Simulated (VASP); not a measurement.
Here is the system:

```xyz
4
Lattice="4.1177 2.0567 2.0567 2.0567 4.1177 2.0567 2.0567 2.0567 4.1177" Properties=species:S:1:pos:R:3 pbc="T T T"
Ni     0.0000     0.0000     0.0000
Ni     4.1155     4.1155     4.1155
O      2.0578     1.9828     2.0578
O      6.1733     6.1733     6.1733
```
Starting moments (μB, in the order of the record's atoms Ni Ni O O): 1.3 -1.3 0.0 0.0.

All values below come from PBEsol GGA, VASP's PBE PAW potentials (set 64) (plane waves; VASP). Numerical set-up: 600 eV cut-off, 8×8×8 Γ-centred mesh, Gaussian smearing of 0.050 eV, potentials Ni O.

**Question.** Which forces act on the atoms, in eV/Å?

**Answer.** 
```csv
atom,Fx,Fy,Fz
Ni1,0.016,-0.158,0.016
Ni2,0.024,-0.308,0.024
O3,0.061,0.491,0.061
O4,-0.101,-0.024,-0.101
```

**Question.** Give the stress tensor in GPa (positive for a compressed cell).

**Answer.** 
```
-0.20  -0.25  -0.29
-0.25   1.00  -0.25
-0.29  -0.25  -0.20
```
The pressure is its mean diagonal, 0.20 GPa.

The compound is NiO in the rock salt, AFM-II order structure. This cell was strained or had an atom moved on purpose.
